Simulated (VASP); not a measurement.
# B2C (Fm-3m) in VASP: relaxation of cell and atoms with PBE

Aim: the relaxation of cell and atoms of B2C with PBE.

Everything below comes from runs of VASP 6.6.1. Logs are shortened: lines on timing, memory, paths and dates and some standing lists are left out, and cuts for length are marked.

**1. The crystal as given**

Symmetry: Fm-3m, No. 225, cubic system. Conventional cell: a = 4.955 Å, b = 4.955 Å, c = 4.955 Å, α = 90.00°, β = 90.00°, γ = 90.00°. B (site symmetry -43m) is surrounded by 4 C at 2.15 Å. C (site symmetry m-3m) has 8 B at 2.15 Å as nearest neighbours.

The cell was built by a generator and needn't be a form met in nature.

**2. Relaxation of cell and atoms, PBE**

Input file INCAR:

```
PREC = Normal
ENCUT = 520
EDIFF = 1E-4
ISMEAR = 0
SIGMA = 0.15
LREAL = F
LASPH = T
NELM = 60
ALGO = Fast
ISIF = 3
LWAVE = F
LCHARG = F
GGA = PE
IBRION = 2
NSW = 24
EDIFFG = -0.08
```

Input file KPOINTS:

```
regular mesh
0
Gamma
  7 7 7
```

Input file POSCAR:

```
B2C
1.0
    0.0000000000      2.4773376400      2.4773376400
    2.4773376400      0.0000000000      2.4773376400
    2.4773376400      2.4773376400      0.0000000000
B C
2 1
Direct
    0.2500000000      0.2500000000      0.2500000000
    0.7500000000      0.7500000000      0.7500000000
    0.0000000000      0.0000000000      0.0000000000
```

Potentials or basis: VASP PAW PBE potentials, release 64 (B, C).

Started as:

```
cat potpaw_PBE.64/B/POTCAR potpaw_PBE.64/C/POTCAR > POTCAR
mpirun -np 1 vasp_std > vasp.out
```

OUTCAR:

```text
PREC = Normal
   ENCUT = 520
   EDIFF = 1E-4
   ISMEAR = 0
   LREAL = F
   LASPH = T
   NELM = 60
   ISIF = 3
   GGA = PE
   IBRION = 2
   NSW = 24
   EDIFFG = -0.08

 ion  position               nearest neighbor table
   1  0.250  0.250  0.250-
   2  0.750  0.750  0.750-
   3  0.000  0.000  0.000-

  LATTYP: Found a face centered cubic cell.
 ALAT       =     4.9546752800

  Lattice vectors:

 A1 = (   0.0000000000,   2.4773376400,   2.4773376400)
 A2 = (   2.4773376400,   0.0000000000,   2.4773376400)
 A3 = (   2.4773376400,   2.4773376400,   0.0000000000)

Analysis of symmetry for initial positions (statically):
=====================================================================
 Subroutine PRICEL returns:
 Original cell was already a primitive cell.

 Routine SETGRP: Setting up the symmetry group for a
 face centered cubic supercell.

 Subroutine GETGRP returns: Found 48 space group operations
 (whereof 48 operations were pure point group operations)
 out of a pool of 48 trial point group operations.

The static configuration has the point symmetry O_h .

Analysis of symmetry for dynamics (positions and initial velocities):
=====================================================================
 Subroutine PRICEL returns:
 Original cell was already a primitive cell.

 Routine SETGRP: Setting up the symmetry group for a
 face centered cubic supercell.

 Subroutine GETGRP returns: Found 48 space group operations
 (whereof 48 operations were pure point group operations)
 out of a pool of 48 trial point group operations.

The dynamic configuration has the point symmetry O_h .

 Subroutine INISYM returns: Found 48 space group operations
 (whereof 48 operations are pure point group operations),
 and found     1 'primitive' translations

----------------------------------------------------------------------------------------

                                     Primitive cell

  volume of cell :      30.4078

  direct lattice vectors                    reciprocal lattice vectors
     0.000000000  2.477337640  2.477337640    -0.201829574  0.201829574  0.201829574
     2.477337640  0.000000000  2.477337640     0.201829574 -0.201829574  0.201829574
     2.477337640  2.477337640  0.000000000     0.201829574  0.201829574 -0.201829574

  length of vectors
     3.503484489  3.503484489  3.503484489     0.349579076  0.349579076  0.349579076
[... 84 lines left out ...]
   ISIF   =      3    stress and relaxation
   ISYM   =      2    0-nonsym 1-usesym 2-fastsym
   POTIM  = 0.5000    time-step for ionic-motion
   TEBEG  =    0.0;   TEEND  =   0.0 temperature during run
   PSTRESS=    0.0 pullay stress
   NELECT =      10.0000    total number of electrons
   NUPDOWN=      -1.0000    fix difference up-down
   EMIN   =  10.00;   EMAX   =-10.00  energy-range for DOS
   EFERMI =   0.00;   METHOD = LEGACY
   ISMEAR =     0;   SIGMA  =   0.15  broadening in eV -4-tet -1-fermi 0-gaus
   EFERMI_NEDOS =   21; number of points for ismear=-14 and -15
   IALGO  =     68    algorithm
   IMIX   =      4    mixing-type and parameters
     AMIX     =   0.40;   BMIX     =  1.00
     AMIX_MAG =   1.60;   BMIX_MAG =  1.00
  volume/ion in A,a.u.               =      10.14        68.40
  Fermi-wavevector in a.u.,A,eV,Ry     =   1.130003  2.135396 17.373374  1.276907
  Thomas-Fermi vector in A             =   2.266698
   LORBIT       =      0    0 simple, 1 ext, 2 COOP (PROOUT), +10 PAW based schemes
   GGA     = PE    functional components
   LHFCALC =     F    Hartree Fock is set to
   AEXX    =    0.0000 exact exchange contribution
   IVDW    =     0    specifies the selected vdW correction
   LEPSILON=     F    determine dielectric tensor
   LRPA    =     F    only Hartree local field effects (RPA)
 conjugate gradient relaxation of ions
 non-spin polarized calculation
 RMM-DIIS sequential band-by-band and
 Gauss-broadening in eV      SIGMA  =   0.15
  energy-cutoff  :      520.00
  volume of cell :       30.41
 maximum number of plane-waves:       869
   NGX = 13   NGY = 13   NGZ = 13

--------------------------------------- Ionic step        1  -------------------------------------------

 number of electron      10.0000002 magnetization

 Free energy of the ion-electron system (eV)
  ---------------------------------------------------
  ext. energy  EPLUGINS =         0.00000000
  ---------------------------------------------------
  free energy    TOTEN  =       -14.83198120 eV

  energy without entropy =      -14.81753678  energy(sigma->0) =      -14.82475899

------------------------ aborting loop because EDIFF is reached ----------------------------------------

  FORCE on cell =-STRESS in cart. coord.  units (eV):
  Direction    XX          YY          ZZ          XY          YZ          ZX
  --------------------------------------------------------------------------------------
  -------------------------------------------------------------------------------------
  Total       -6.7620585     -6.7620585     -6.7620585      0.0000000      0.0000000     -0.0000000
  in kB     -356.2902227   -356.2902227   -356.2902227      0.0000000      0.0000000     -0.0000000
  external PRESSURE =    -356.2902227 kB  Pullay stress =       0.0000000 kB
[... 26 lines left out ...]
 number of electron      10.0000000 magnetization

 number of electron       9.9999999 magnetization

 E-fermi :   8.8580     XC(G=0): -12.1435

 val. band max:        8.8003813784   @ k =   0.2857   0.2857   0.0000
 cond. band min:       8.8628206334   @ k =   0.4286   0.0000   0.0000
 fundamental gap:      0.0624392550
 Fermi energy:         8.8580455994

 k-point     1 :       0.0000    0.0000    0.0000
  band No.  band energies     occupation
      1     -10.2419      2.00000
      2       5.6804      2.00000
      3       5.6804      2.00000
      4       5.6804      2.00000
      5       7.4245      2.00000
      6       7.4245      2.00000
      7       7.4245      2.00000
      8      10.6588      0.00000
      9      13.7462      0.00000
[... 299 lines left out ...]
--------------------------------------- Ionic step        4  -------------------------------------------

 number of electron      10.0000001 magnetization

 Free energy of the ion-electron system (eV)
  ---------------------------------------------------
  ext. energy  EPLUGINS =         0.00000000
  ---------------------------------------------------
  free energy    TOTEN  =       -16.67875708 eV

  energy without entropy =      -16.65693901  energy(sigma->0) =      -16.66784805

 E-fermi :  10.4416     XC(G=0): -12.6789

 val. band max:       10.4228695995   @ k =  -0.2857   0.4286   0.1429
 cond. band min:      10.5285659232   @ k =   0.4286   0.2857   0.0000
 fundamental gap:      0.1056963237
 Fermi energy:        10.4415688374

 k-point     1 :       0.0000    0.0000    0.0000
  band No.  band energies     occupation
      1     -10.2213      2.00000
      2       6.7660      2.00000
      3       6.7660      2.00000
      4       6.7660      2.00000
      5       8.6436      2.00000
      6       8.6436      2.00000
      7       8.6436      2.00000
      8      13.3381      0.00000
      9      16.8689      0.00000
[... 256 lines left out ...]
  FREE ENERGIE OF THE ION-ELECTRON SYSTEM (eV)
  ---------------------------------------------------
  free  energy   TOTEN  =       -16.6787570850 eV

  energy  without entropy=      -16.6569390099  energy(sigma->0) =      -16.66784805

 reached required accuracy - stopping structural energy minimisation
```

It took 4.8 s on 1 thread of Intel Xeon 6975P-C (Granite Rapids), shared host; peak memory 0.12 GiB.

Results:

- Free energy: -16.6788 eV
- Relaxed volume: 6.36 Å³/atom
- Relaxed cell: a = 2.999 Å, b = 2.999 Å, c = 2.999 Å, α = 60.00°, β = 60.00°, γ = 60.00°
- Space group after relaxing (to 0.05 Å): Fm-3m (No. 225)
- Energy gained by relaxing: 615.6 meV/atom
- Ionic steps: 4
- Pressure after relaxing: -0.5 GPa
- Band gap on the k mesh: none (metal or under the smearing width)

The path:
| step | energy change (eV) | largest force (eV/Å) | pressure (GPa) | volume (Å³) |
| --- | --- | --- | --- | --- |
| 1 | 0.0000 | 0.0000 | -35.63 | 30.41 |
| 2 | -1.7039 | 0.0000 | -17.84 | 21.53 |
| 3 | -1.8402 | 0.0000 | -3.89 | 19.55 |
| 4 | -1.8468 | 0.0000 | -0.47 | 19.08 |

Final structure:
```cif
data_structure
_symmetry_space_group_name_H-M 'P 1'
_symmetry_Int_Tables_number 1
_cell_length_a 2.9992
_cell_length_b 2.9992
_cell_length_c 2.9992
_cell_angle_alpha 60.000
_cell_angle_beta 60.000
_cell_angle_gamma 60.000
_cell_volume 19.08
loop_
_atom_site_label
_atom_site_type_symbol
_atom_site_fract_x
_atom_site_fract_y
_atom_site_fract_z
_atom_site_occupancy
B1 B 0.25000 0.25000 0.25000 1
B2 B 0.75000 0.75000 0.75000 1
C1 C 0.00000 0.00000 0.00000 1
```

Levels at points of the mesh, in eV from the Fermi level:
```csv
k point,band 1,band 2,band 3,band 4,band 5,band 6,band 7,band 8,band 9
"(0.00, 0.00, 0.00)",-20.66,-3.68,-3.68,-3.68,-1.80,-1.80,-1.80,2.90,6.43
```

Caveat: the volume moved by over 15 % at a fixed basis, so the end points are rough; the relaxation stopped at a loose force limit of 0.08 eV/Å, so its end isn't a converged minimum.
